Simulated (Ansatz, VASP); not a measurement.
# Cross-check of Mo16F between VASP and Ansatz

Wanted: the spread between two codes on one cell, functional and k mesh. Of the first pair: The structure shown is the start of the Ansatz relaxation below; VASP solves that cell, so the two are compared at the walk's first step.

Program: Ansatz 0.2.0. Level of theory: plane waves, with VASP 6.6.1 beside it; PBE. Results are calculated unless marked as measured.

## Step 1: The structure

The cell holds 17 atoms: 16 Mo and 1 F. Cell: a = 6.322 Å, b = 5.475 Å, c = 22.881 Å, α = 90.0°, β = 90.0°, γ = 54.7°. It derives from Mo. Vacuum lies along c.

## Step 2: Ansatz: relaxation, PBE

Ansatz runs on its PAW soft_1 files.

The two programs are compared at the cell with which this relaxation starts, whose forces are those of its first step.

input.yaml

```yaml
crystal:
  lattice:
    - [6.3215098853, 0.0, 0.0]
    - [3.1607549426, 4.4699776489, 0.0]
    - [0.0, 0.0, 22.8810951229]
  atoms:
    - { symbol: Mo, position: [0.75, 0.5, 0.32786] }
    - { symbol: Mo, position: [0.25, 0.5, 0.32786] }
    - { symbol: Mo, position: [0.75, 0.0, 0.32786] }
    - { symbol: Mo, position: [0.25, 0.0, 0.32786] }
    - { symbol: Mo, position: [0.0, 0.0, 0.425538] }
    - { symbol: Mo, position: [0.5, 0.0, 0.425538] }
    - { symbol: Mo, position: [1.0, 0.5, 0.425538] }
    - { symbol: Mo, position: [0.5, 0.5, 0.425538] }
    - { symbol: Mo, position: [0.75, 0.5, 0.523217] }
    - { symbol: Mo, position: [0.25, 0.5, 0.523217] }
    - { symbol: Mo, position: [0.75, 0.0, 0.523217] }
    - { symbol: Mo, position: [0.25, 0.0, 0.523217] }
    - { symbol: Mo, position: [0.0, 0.0, 0.620895] }
    - { symbol: Mo, position: [0.5, 0.0, 0.620895] }
    - { symbol: Mo, position: [1.0, 0.5, 0.620895] }
    - { symbol: Mo, position: [0.5, 0.5, 0.620895] }
    - { symbol: F, position: [0.1875, 0.125, 0.67214] }
  periodic: [true, true, false]
kpoints:
  mp_grid: { grid: [6, 6, 1] }
hamiltonian:
  xc: pbe
  pseudopotentials: { kind: paw, azcp: { folder: soft_1 } }
scf:
  occupations: { method: methfessel_paxton, width: 0.15 }
output:
  forces: true
  eigenvalues: true
relax:
  adjacent_minimum: "off"
  f_tol: 0.003
  max_steps: 120
  constraints: [{ sites: [0, 1, 2, 3, 4, 5, 6, 7] }]
```

Started as:

```bash
> ansatz run input.yaml --threads 8 --pin off --max-ram 20480MiB --backend cpu --events-out ev --progress --plain --runs-dir out
```

Numbers of over 12 decimals in the logs are rounded to 6 here.

What it wrote:

```text
Warning: crystal.periodic: the lattice vector that does not repeat stood 0.000° off the slab's normal, 22.881 Å along it as the deck builds it. The run solves the slab on a vector along the normal, 39.555 Å long, with every atom where it was (on the deck's vector they left 15.00 Å outside them, and the widest stretch free of ions among them is 2.24 Å). A fractional position that the run reports is one of the run's ce [...]
The last accepted step is kept in <dir> (removed where the run ends without a failure and the disk answers)
crystal.periodic: the lattice vector that does not repeat stood 0.000° off the slab's normal, 22.881 Å along it as the deck builds it. The run solves the slab on a vector along the normal, 39.555 Å long, with every atom where it was (on the deck's vector they left 15.00 Å outside them, and the widest stretch free of ions among them is 2.24 Å). A fractional position that the run reports is one of the run's cell, which [...]
Engine: ansatz 0.2.0, x86_64-unknown-linux-gnu
Pseudopotentials: kind: paw
Pseudopotential: Mo, paw, valence charge 14, recommended cutoff 420 eV (normal), soft_1/Mo.paw.azcp
Pseudopotential: F, paw, valence charge 7, recommended cutoff 420 eV (normal), soft_1/F.paw.azcp
Functional definition: PBE
  parameter kappa = 0.804
  parameter beta = 0.066725
[...]
E_nonlocal   = 2467.097888
  E_hartree    = 589555.194251
  E_xc         = -2882.257750
  E_vxc        = -3594.452611  (∫ρ·V_xc dr)
  E_paw        = -51594.935022  (= ΣΔE_a)
  E_vpaw       = -2630.392885  (= ΣTr[D̂ρ^β])
  E_aug_tail   = 0.001496  (compensation charges beyond the density's cutoff)
  E_ewald      = 564462.148667
  E_smearing   = 0.007407  (= −TS)
  E_closure    = 0.000000  (closes the sum)
  Σ components = -80096.387449   (vs F -80096.387449, Δ=0.00e0)
--- Forces (eV/Å), atoms counted from 1 ---
  atom   1  Mo     0.02393774    -0.00153609     0.64307988
  atom   2  Mo    -0.02393774    -0.00153609     0.64307988
  atom   3  Mo     0.00000000    -0.04251483     0.61353755
  atom   4  Mo    -0.00000000     0.03189145     0.52152935
  atom   5  Mo    -0.00779026     0.04100320    -0.54642551
  atom   6  Mo     0.00779026     0.04100320    -0.54642551
  atom   7  Mo     0.00000000    -0.10322238    -0.67735151
  atom   8  Mo    -0.00000000     0.03457196    -0.65066305
  atom   9  Mo    -0.00037129     0.00033836    -0.00018710
  atom  10  Mo     0.00037129     0.00033836    -0.00018710
  atom  11  Mo    -0.00000000     0.00015184    -0.00176782
  atom  12  Mo     0.00000000    -0.00035498    -0.00081391
  atom  13  Mo     0.00086725    -0.00109480     0.00119049
  atom  14  Mo    -0.00086725    -0.00109480     0.00119049
  atom  15  Mo    -0.00000000     0.00056483    -0.00075899
  atom  16  Mo    -0.00000000     0.00102717     0.00135304
  atom  17  F     -0.00000000     0.00042459    -0.00038121
  max |Σ_I F_I| component: 3.90e-5 eV/Å
--- Band table (eV; the first three rows and the last of 13) ---
  k-point 0: bands = ["-66.0186", "-65.9229", "-65.8159", "-65.8128", "-65.8077", "-65.8035", "-65.7875", "-65.7625", "-65.7338", "-65.7173", "-65.6999", "-65.6545", "-65.6165", "-65.6063", "-65.5142", "-65.5082", "-40.6779", "-40.6397", "-40.6238", "-40.6197", "-40.6095", "-40.5645", "-40.5219", "-40.4378", "-40.4193", "-40.2729", "-40.2710", "-40.2514", "-40.2168", "-40.1998", "-40.1931", "-40.1637", "-40.0333", "- [...]
  k-point 1: bands = ["-66.0026", "-65.9090", "-65.8178", "-65.8112", "-65.8055", "-65.8024", "-65.7922", "-65.7703", "-65.7333", "-65.7109", "-65.7040", "-65.6593", "-65.6164", "-65.6063", "-65.5274", "-65.5160", "-40.6162", "-40.5872", "-40.5707", "-40.5605", "-40.5570", "-40.5299", "-40.4659", "-40.3763", "-40.3684", "-40.2235", "-40.2224", "-40.2198", "-40.1852", "-40.1829", "-40.1677", "-40.1240", "-40.0058", "- [...]
  k-point 2: bands = ["-65.9587", "-65.8729", "-65.8371", "-65.8209", "-65.8092", "-65.8009", "-65.7924", "-65.7724", "-65.7360", "-65.7324", "-65.6728", "-65.6657", "-65.6162", "-65.6062", "-65.5647", "-65.5312", "-40.4944", "-40.4713", "-40.4492", "-40.4376", "-40.4284", "-40.3629", "-40.3110", "-40.2665", "-40.2415", "-40.2128", "-40.1404", "-40.1111", "-40.1058", "-40.0961", "-40.0440", "-39.9587", "-39.9419", "- [...]
  k-point 12: bands = ["-65.9511", "-65.8875", "-65.8760", "-65.8416", "-65.8222", "-65.7911", "-65.7749", "-65.7620", "-65.7233", "-65.7141", "-65.6834", "-65.6636", "-65.6330", "-65.5946", "-65.5431", "-65.5259", "-40.5099", "-40.4747", "-40.4478", "-40.4358", "-40.4079", "-40.3896", "-40.3790", "-40.3596", "-40.2786", "-40.2586", "-40.2398", "-40.2199", "-40.1824", "-40.1540", "-40.0880", "-40.0477", "-40.0362", " [...]
--- Relaxed structure (9 steps of the walk, 8 accepted, 0 SCFs on fresh bases) ---
  F+E_penalty+E_count = -80096.38744917 eV   max|allowed force component| = 1.768e-3 eV/Å
  cell:  # Å, volume = 1117.7061 Å³
    - [6.3215098853, 3.535563881995086e-11, 0.0]
    - [3.160754942625, 4.469978, 0.0]
    - [0.0, 0.0, 39.555007]
  atoms:
    - { symbol: Mo, position: [0.750000, 0.500000, 0.189655] }
    - { symbol: Mo, position: [0.250000, 0.500000, 0.189655] }
    - { symbol: Mo, position: [0.750000, 0.0, 0.189655] }
    - { symbol: Mo, position: [0.250000, 0.0, 0.189655] }
    - { symbol: Mo, position: [0.0, 0.0, 0.246158] }
    - { symbol: Mo, position: [0.500000, 0.0, 0.246158] }
    - { symbol: Mo, position: [1.000000, 0.5, 0.246158] }
    - { symbol: Mo, position: [0.500000, 0.500000, 0.246158] }
    - { symbol: Mo, position: [0.752394, 0.497580, 0.303106] }
    - { symbol: Mo, position: [0.250026, 0.497580, 0.303106] }
    - { symbol: Mo, position: [0.752721, -0.00544247, 0.302248] }
    - { symbol: Mo, position: [0.248961, 0.00207798, 0.303079] }
    - { symbol: Mo, position: [0.00931627, -0.017612, 0.358016] }
    - { symbol: Mo, position: [0.508296, -0.017612, 0.358016] }
    - { symbol: Mo, position: [0.985745, 0.528510, 0.358210] }
    - { symbol: Mo, position: [0.509194, 0.481613, 0.355536] }
    - { symbol: F, position: [0.157790, 0.184420, 0.395490] }
```

(Continued in part 2 of 3.)

[Lines on the potential files, build, host, timing and source positions are cut from VASP's logs without a mark.]

[Logs are printed without paths, hosts, clocks, repeated set-up lines and the standing remarks that a program may print on its own settings, such as how far it seeks lower states.]

[Hosts, paths, dates, database ids (printed as entryN), source tags and the programs' standing remarks are cut or masked in the printed files.]
